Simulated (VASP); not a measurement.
All values below come from PBE GGA, VASP's PBE PAW potentials (set 64) (plane waves; VASP).

The input files of a VASP run:

**INCAR**
```
! general
SYSTEM  = Ta
PREC    = Accurate
ENCUT   = 520
LREAL   = .False.   ! projection in real space or not
LASPH   = .True.   ! aspherical one-centre terms

! electronic loop
EDIFF   = 1E-7
NELM    = 100
ALGO    = Normal
LMAXMIX = 6   ! l cut-off of mixed one-centre charges

! smearing
ISMEAR  = 1
SIGMA   = 0.1

! functional
GGA     = PE   ! PBE

! ions
ISIF    = 2   ! forces and stress, cell fixed

! output
LWAVE   = .False.
LCHARG  = .False.
```

KPOINTS:
```
K-points
0
Gamma
  15 15 15
0 0 0
```

**POSCAR**
```
Ta
1.0
 -1.6259542949   1.6259542949   1.6259542949
  1.6259542949  -1.6259542949   1.6259542949
  1.6259542949   1.6259542949  -1.6259542949
Ta
1
Direct
  0.0000000000   0.0000000000   0.0000000000
```

POTCAR, in this order: Ta_pv (PBE.64 set). Program: vasp_std.

The resulting files:

OSZICAR:
```
       N       E                     dE             d eps       ncg     rms          rms(c)
DAV:   1     0.460686018606E+02    0.46069E+02   -0.66256E+03  2160   0.118E+03
DAV:   2    -0.115618722668E+02   -0.57630E+02   -0.56793E+02  2831   0.246E+02
DAV:   3    -0.121898758825E+02   -0.62800E+00   -0.62059E+00  2533   0.254E+01
DAV:   4    -0.121934272951E+02   -0.35514E-02   -0.35456E-02  2450   0.162E+00
DAV:   5    -0.121934493492E+02   -0.22054E-04   -0.22054E-04  2399   0.107E-01    0.147E+01
DAV:   6    -0.118712029023E+02    0.32225E+00   -0.34433E-01  2248   0.731E+00    0.734E+00
DAV:   7    -0.117698308120E+02    0.10137E+00   -0.29904E-01  2257   0.648E+00    0.413E-01
DAV:   8    -0.117685570522E+02    0.12738E-02   -0.34447E-03  2359   0.783E-01    0.737E-02
DAV:   9    -0.117685485981E+02    0.84542E-05   -0.65813E-05  2300   0.111E-01    0.336E-02
DAV:  10    -0.117685439421E+02    0.46560E-05   -0.45182E-06  2402   0.309E-02    0.535E-03
DAV:  11    -0.117685439652E+02   -0.23057E-07   -0.21451E-07  2203   0.662E-03
   1 F= -.11768544E+02 E0= -.11768598E+02  d E =0.162785E-03
```

### OUTCAR
```
------------------------ aborting loop because EDIFF is reached ----------------------------------------
  FORCE on cell =-STRESS in cart. coord.  units (eV):
  Direction    XX          YY          ZZ          XY          YZ          ZX
  --------------------------------------------------------------------------------------
  Total        1.4364016      1.4364016      1.4364016      0.0000000      0.0000000      0.0000000
  in kB      133.8447884    133.8447884    133.8447884      0.0000000      0.0000000      0.0000000
  external PRESSURE =     133.8447884 kB  Pullay stress =       0.0000000 kB
  volume of cell :       17.19
      direct lattice vectors                 reciprocal lattice vectors
    -1.625954295  1.625954295  1.625954295     0.000000000  0.307511719  0.307511719
     1.625954295 -1.625954295  1.625954295     0.307511719  0.000000000  0.307511719
     1.625954295  1.625954295 -1.625954295     0.307511719  0.307511719  0.000000000
 POSITION                                       TOTAL-FORCE (eV/Angst)
 -----------------------------------------------------------------------------------
      0.00000      0.00000      0.00000        -0.000000      0.000000      0.000000
 -----------------------------------------------------------------------------------
    total drift:                               -0.000000      0.000000      0.000000
  FREE ENERGIE OF THE ION-ELECTRON SYSTEM (eV)
  ---------------------------------------------------
  free  energy   TOTEN  =       -11.7685439652 eV

  energy  without entropy=      -11.7687067500  energy(sigma->0) =      -11.76859823
```
(Selected blocks of OUTCAR.)

The compound is Ta in the bcc structure. This cell is one point of a volume scan, at 0.94 of the reference volume.
